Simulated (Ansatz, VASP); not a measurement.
# Cross-check of ZnS (Wurtzite-2H) between VASP and Ansatz, part 2 of 3

Wanted: the spread between two codes on one cell, functional and k mesh. The cell is taken from a series of runs on this material, whose earlier steps may have relaxed, scaled, displaced or heated it; both programs get it as it stands.

VASP 6.6.1 and Ansatz 0.2.0.

So far: Starting point; Ansatz: zone-centre phonons, LDA.

### 3. VASP: zone-centre phonons, LDA

Level of this step: LDA; plane waves and PAW (S, Zn) (VASP).

The same cell, functional (in two slightly different forms) and mesh now go to VASP, with its own data sets.

Lines of VASP's logs that name or quote its potential files are left out, and so is its time.

File INCAR:

```
SYSTEM = ZnS
PREC = Accurate
ENCUT = 500
EDIFF = 1E-08
NELM = 120
ISMEAR = 0
SIGMA = 0.01
LREAL = .FALSE.
ALGO = Normal
GGA = PW92
NBANDS = 24
LORBIT = 11
LWAVE = .FALSE.
LCHARG = .FALSE.
ISIF = 2
IBRION = 8
LEPSILON = .TRUE.
LASPH = .TRUE.
GGA_COMPAT = .FALSE.
EFERMI = MIDGAP
KPAR = 2
```

File POSCAR:

```
ZnS
1.0
    3.7576435272      0.0000000000      0.0000000000
   -1.8788217636      3.2542147530      0.0000000000
    0.0000000000      0.0000000000      6.0199881460
S Zn
2 2
Direct
    0.3333333505      0.6666666839      0.3819323372
    0.6666666839      0.3333333505      0.8819323372
    0.3333333505      0.6666666839      0.0030676628
    0.6666666839      0.3333333505      0.5030676628
```

File KPOINTS:

```
Automatic mesh
0
Gamma
12 12 8
0 0 0
```

Potentials, in the order of the species: S and Zn (LDA family, release 64).

Run with:

```sh
$ mpirun -np 2 vasp_std
```

What it wrote:

```text
[banner, memory and clock lines left out]
running    2 mpi-ranks, on    1 nodes
 distrk:  each k-point on    1 cores,    2 groups
 distr:  one band on    1 cores,    1 groups

 POSCAR found type information on POSCAR S Zn
 POSCAR found :  2 types and       4 ions
|                                                                             |
|               ----> ADVICE to this user running VASP <----                  |
|                                                                             |
|     You enforced a specific xc type in the INCAR file but a different       |
|     [... a line on the potential file left out ...]
|     I HOPE YOU KNOW WHAT YOU ARE DOING!                                     |
|                                                                             |

 LDA part: xc-table for (Slater(with rela. corr.)+PW92), standard interpolation
 POSCAR, INCAR and KPOINTS ok, starting setup
 FFT: planning ... GRIDC
 FFT: planning ... GRID_SOFT
 FFT: planning ... GRID
 WAVECAR not read
 entering main loop
       N       E                     dE             d eps       ncg     rms          rms(c)
DAV:   1     0.231075836143E+03    0.23108E+03   -0.17141E+04  4568   0.181E+03
DAV:   2     0.400362847659E+01   -0.22707E+03   -0.21923E+03  4776   0.361E+02
DAV:   3    -0.168387783601E+02   -0.20842E+02   -0.20735E+02  5704   0.112E+02
DAV:   4    -0.172629946904E+02   -0.42422E+00   -0.42395E+00  5344   0.164E+01
DAV:   5    -0.172708724197E+02   -0.78777E-02   -0.78768E-02  5840   0.215E+00    0.111E+01
DAV:   6    -0.164116163039E+02    0.85926E+00   -0.19053E+00  6600   0.425E+01    0.831E+00
DAV:   7    -0.164087348336E+02    0.28815E-02   -0.16983E+00  4976   0.784E+00    0.333E+00
DAV:   8    -0.163859322826E+02    0.22803E-01   -0.66721E-02  6208   0.241E+00    0.102E+00
DAV:   9    -0.163845296891E+02    0.14026E-02   -0.18372E-02  6400   0.176E+00    0.291E-01
DAV:  10    -0.163845672879E+02   -0.37599E-04   -0.59043E-04  5640   0.326E-01    0.162E-01
DAV:  11    -0.163845888776E+02   -0.21590E-04   -0.79317E-05  5752   0.101E-01    0.763E-02
DAV:  12    -0.163845864058E+02    0.24718E-05   -0.13646E-05  5904   0.508E-02    0.827E-03
DAV:  13    -0.163845866225E+02   -0.21669E-06   -0.62958E-07  5560   0.609E-03    0.201E-03
DAV:  14    -0.163845866247E+02   -0.22328E-08   -0.39376E-08  5560   0.228E-03
   1 F= -.16384587E+02 E0= -.16384587E+02  d E =0.000000E+00
 Linear response reoptimize wavefunctions to high precision
DAV:   1    -0.163845866230E+02    0.17167E-08   -0.21596E-08  6320   0.168E-03
DAV:   2    -0.163845866234E+02   -0.34015E-09   -0.30561E-09  3296   0.377E-04
DAV:   3    -0.163845866234E+02   -0.51386E-10   -0.23573E-10  2984   0.105E-04
 Linear response G [H, r] |phi>, progress :
  Direction:   1
       N       E                     dE             d eps       ncg     rms
RMM:   1    -0.802756477901E+02   -0.80276E+02    0.49667E+02  8741   0.958E+01
RMM:   2    -0.900117309616E+02   -0.97361E+01   -0.30450E+01  7428   0.363E+01
RMM:   3    -0.905927815605E+02   -0.58105E+00   -0.22832E+00  8135   0.972E+00
RMM:   4    -0.906160124303E+02   -0.23231E-01   -0.11717E-01  8290   0.204E+00
RMM:   5    -0.906175269977E+02   -0.15146E-02   -0.15092E-02  8334   0.534E-01
RMM:   6    -0.906176064918E+02   -0.79494E-04   -0.27440E-03  8432   0.159E-01
RMM:   7    -0.906176189877E+02   -0.12496E-04   -0.90223E-04  8583   0.540E-02
RMM:   8    -0.906175976529E+02    0.21335E-04   -0.30270E-04  8627   0.197E-02
RMM:   9    -0.906175810278E+02    0.16625E-04   -0.83559E-05  8638   0.836E-03
RMM:  10    -0.906175836836E+02   -0.26558E-05   -0.52195E-05  7503   0.412E-03
RMM:  11    -0.906175805415E+02    0.31421E-05   -0.43359E-05  6696   0.245E-03
RMM:  12    -0.906175813576E+02   -0.81609E-06   -0.50982E-05  6166   0.177E-03
RMM:  13    -0.906175804830E+02    0.87458E-06   -0.50600E-05  5928   0.149E-03
RMM:  14    -0.906175783590E+02    0.21240E-05   -0.52684E-05  5798   0.139E-03
RMM:  15    -0.906175800420E+02   -0.16829E-05   -0.56239E-05  5713   0.133E-03
RMM:  16    -0.906175785092E+02    0.15328E-05   -0.18747E-05  5592   0.132E-03
RMM:  17    -0.906175793247E+02   -0.81558E-06   -0.16259E-05  5526   0.130E-03
 Linear response G [H, r] |phi>, progress :
  Direction:   2
       N       E                     dE             d eps       ncg     rms
RMM:   1    -0.952402877915E+02   -0.95240E+02    0.30778E+02  8831   0.923E+01
RMM:   2    -0.101541977801E+03   -0.63017E+01   -0.23972E+01  7341   0.347E+01
RMM:   3    -0.102139319501E+03   -0.59734E+00   -0.17884E+00  8134   0.892E+00
RMM:   4    -0.102166984975E+03   -0.27665E-01   -0.86400E-02  8211   0.192E+00
RMM:   5    -0.102169302594E+03   -0.23176E-02   -0.20819E-02  8312   0.537E-01
RMM:   6    -0.102168877794E+03    0.42480E-03   -0.38732E-03  8389   0.168E-01
[...]
RMM:   2    -0.113158099641E+01   -0.48489E-01   -0.30450E-02 26958   0.109E+00    0.201E+00
RMM:   3    -0.105472548930E+01    0.76856E-01   -0.86457E-02 25966   0.131E+00    0.103E+00
RMM:   4    -0.106644743477E+01   -0.11722E-01   -0.75088E-02 27223   0.120E+00    0.255E-01
RMM:   5    -0.107703303553E+01   -0.10586E-01   -0.61824E-03 27652   0.378E-01    0.691E-02
RMM:   6    -0.107908472012E+01   -0.20517E-02   -0.13738E-03 27085   0.188E-01    0.358E-02
[...]
RMM:   5    -0.107917375476E+01   -0.99390E-02   -0.47617E-03  8002   0.342E-01    0.614E-02
RMM:   6    -0.108099749284E+01   -0.18237E-02   -0.14372E-03  7923   0.157E-01    0.281E-02
RMM:   7    -0.108148088864E+01   -0.48340E-03   -0.11396E-04  8218   0.416E-02    0.681E-03
RMM:   8    -0.108160503310E+01   -0.12414E-03   -0.13216E-05  8257   0.106E-02    0.181E-03
RMM:   9    -0.108158512077E+01    0.19912E-04   -0.60866E-06  8297   0.324E-03    0.792E-04
RMM:  10    -0.108158605615E+01   -0.93537E-06   -0.11266E-06  8350   0.135E-03    0.298E-04
RMM:  11    -0.108159126894E+01   -0.52128E-05    0.22906E-08  7425   0.521E-04    0.174E-04
RMM:  12    -0.108158977542E+01    0.14935E-05   -0.64015E-07  7682   0.346E-04    0.260E-05
RMM:  13    -0.108158975688E+01    0.18547E-07   -0.10792E-07  5167   0.155E-04    0.923E-06
 change of polarisation eV/A/(eV/A) component  3 :    -0.215    -0.198     2.058
 dielectric tensor                  component  3 :    -0.528    -0.486     6.060
 Linear response DOF=           4
 Linear response progress:
  Degree of freedom:   1/  4
       N       E                     dE             d eps       ncg     rms          rms(c)
RMM:   1    -0.107436627655E+00   -0.10744E+00    0.47231E-02 70170   0.201E+00
RMM:   2    -0.104017641202E+00    0.34190E-02   -0.68374E-03 42982   0.672E-01    0.178E-01
RMM:   3    -0.104431077541E+00   -0.41344E-03   -0.59878E-04 48537   0.162E-01    0.850E-02
RMM:   4    -0.104783697453E+00   -0.35262E-03   -0.91088E-05 47828   0.542E-02    0.211E-02
RMM:   5    -0.104834438747E+00   -0.50741E-04   -0.90412E-06 50503   0.145E-02    0.100E-02
RMM:   6    -0.104807891855E+00    0.26547E-04   -0.15249E-06 50097   0.501E-03    0.369E-03
RMM:   7    -0.104816845827E+00   -0.89540E-05   -0.18268E-07 48304   0.184E-03    0.919E-04
RMM:   8    -0.104815726066E+00    0.11198E-05   -0.10469E-08 50898   0.606E-04    0.664E-05
RMM:   9    -0.104814937265E+00    0.78880E-06   -0.14477E-07 49722   0.211E-04    0.479E-05
RMM:  10    -0.104814945624E+00   -0.83591E-08   -0.85466E-08 51559   0.901E-05    0.109E-05
 first order change of Fermi-energy  -0.16640E-04
 force on displaced ion       1 direction 1 :  -7.666   0.000   0.000
 Born effective charge ion    1 direction 1 :  -1.851  -0.000  -0.000
 Linear response progress:
  Degree of freedom:   2/  4
       N       E                     dE             d eps       ncg     rms          rms(c)
RMM:   1    -0.126977140165E+00   -0.12698E+00    0.60023E-02 16259   0.203E+00
RMM:   2    -0.122458743639E+00    0.45184E-02   -0.71500E-03  9529   0.757E-01    0.206E-01
RMM:   3    -0.122746301173E+00   -0.28756E-03   -0.94429E-04 10977   0.191E-01    0.101E-01
RMM:   4    -0.122965870614E+00   -0.21957E-03   -0.89651E-05  9903   0.635E-02    0.328E-02
RMM:   5    -0.122998086199E+00   -0.32216E-04   -0.23203E-05 10816   0.247E-02    0.902E-03
RMM:   6    -0.122984130780E+00    0.13955E-04   -0.73687E-07 11171   0.668E-03    0.482E-03
RMM:   7    -0.122985938116E+00   -0.18073E-05   -0.90472E-08 11431   0.171E-03    0.214E-03
RMM:   8    -0.122988257195E+00   -0.23191E-05    0.50376E-07 10066   0.143E-03    0.222E-04
RMM:   9    -0.122988545136E+00   -0.28794E-06    0.52445E-08 11564   0.388E-04    0.115E-04
RMM:  10    -0.122988420631E+00    0.12451E-06    0.55199E-08 11508   0.149E-04    0.231E-05
RMM:  11    -0.122988488029E+00   -0.67398E-07   -0.21242E-07 10307   0.775E-05    0.175E-05
RMM:  12    -0.122988426944E+00    0.61084E-07    0.28108E-08 11422   0.445E-05    0.291E-06
RMM:  13    -0.122988442175E+00   -0.15231E-07   -0.54547E-08 11133   0.322E-05    0.231E-06
RMM:  14    -0.122988448265E+00   -0.60900E-08   -0.65477E-09  9140   0.283E-05    0.711E-07
 first order change of Fermi-energy   0.24338E+00
 force on displaced ion       1 direction 3 :  -0.000   0.000 -10.837
 Born effective charge ion    1 direction 3 :   0.000   0.000  -1.915
 Linear response progress:
  Degree of freedom:   3/  4
       N       E                     dE             d eps       ncg     rms          rms(c)
RMM:   1    -0.213334829901E+00   -0.21333E+00    0.12854E-03 41933   0.193E+00
RMM:   2    -0.210829511397E+00    0.25053E-02   -0.39698E-03 43255   0.461E-01    0.135E-01
RMM:   3    -0.210655818934E+00    0.17369E-03   -0.13426E-04 50038   0.740E-02    0.784E-02
RMM:   4    -0.210417830029E+00    0.23799E-03   -0.21756E-05 49885   0.262E-02    0.472E-03
RMM:   5    -0.210413400065E+00    0.44300E-05   -0.26211E-06 51429   0.533E-03    0.178E-03
RMM:   6    -0.210416930929E+00   -0.35309E-05   -0.38448E-07 51462   0.214E-03    0.306E-04
RMM:   7    -0.210417358080E+00   -0.42715E-06   -0.44829E-07 51703   0.679E-04    0.186E-04
RMM:   8    -0.210417682284E+00   -0.32420E-06   -0.28523E-07 51513   0.294E-04    0.342E-05
RMM:   9    -0.210417499916E+00    0.18237E-06   -0.12787E-07 51789   0.105E-04    0.202E-05
RMM:  10    -0.210417385788E+00    0.11413E-06   -0.10902E-08 50978   0.589E-05    0.247E-06
RMM:  11    -0.210417378485E+00    0.73034E-08   -0.12538E-08 57265   0.349E-05    0.967E-07
 first order change of Fermi-energy   0.38824E-05
 force on displaced ion       3 direction 1 :  -6.886   0.001  -0.000
 Born effective charge ion    3 direction 1 :   1.851  -0.000   0.000
 Linear response progress:
  Degree of freedom:   4/  4
       N       E                     dE             d eps       ncg     rms          rms(c)
RMM:   2    -0.216828506851E+00    0.31723E-02   -0.42097E-03  9817   0.483E-01    0.159E-01
RMM:   3    -0.216555164539E+00    0.27334E-03   -0.18724E-04 11198   0.891E-02    0.845E-02
RMM:   4    -0.216274113834E+00    0.28105E-03   -0.53041E-05 11108   0.454E-02    0.195E-02
RMM:   5    -0.216226704792E+00    0.47409E-04   -0.24986E-07 11538   0.157E-02    0.641E-03
RMM:   6    -0.216234414204E+00   -0.77094E-05    0.25357E-06 10752   0.472E-03    0.349E-03
RMM:   7    -0.216240104077E+00   -0.56899E-05    0.18817E-06 10979   0.258E-03    0.821E-04
RMM:   8    -0.216241282002E+00   -0.11779E-05    0.16454E-07 11302   0.824E-04    0.223E-04
RMM:   9    -0.216240877713E+00    0.40429E-06   -0.10467E-07 11643   0.287E-04    0.537E-05
RMM:  10    -0.216240734248E+00    0.14346E-06    0.18583E-08 11722   0.135E-04    0.235E-05
RMM:  11    -0.216240731714E+00    0.25342E-08   -0.73172E-08 11718   0.608E-05    0.768E-06
 first order change of Fermi-energy  -0.24345E+00
 force on displaced ion       3 direction 3 :   0.000  -0.000  -8.776
 Born effective charge ion    3 direction 3 :  -0.000   0.000   1.915
 Born effective charges drift removed
 Linear response finished
```

(Continued in part 3 of 3.)

[Lines on the potential files, build, host, timing and source positions are cut from VASP's logs without a mark.]

[Logs are printed without paths, hosts, clocks, repeated set-up lines and the standing remarks that a program may print on its own settings, such as how far it seeks lower states.]

[Hosts, paths, dates, database ids (printed as entryN), source tags and the programs' standing remarks are cut or masked in the printed files.]
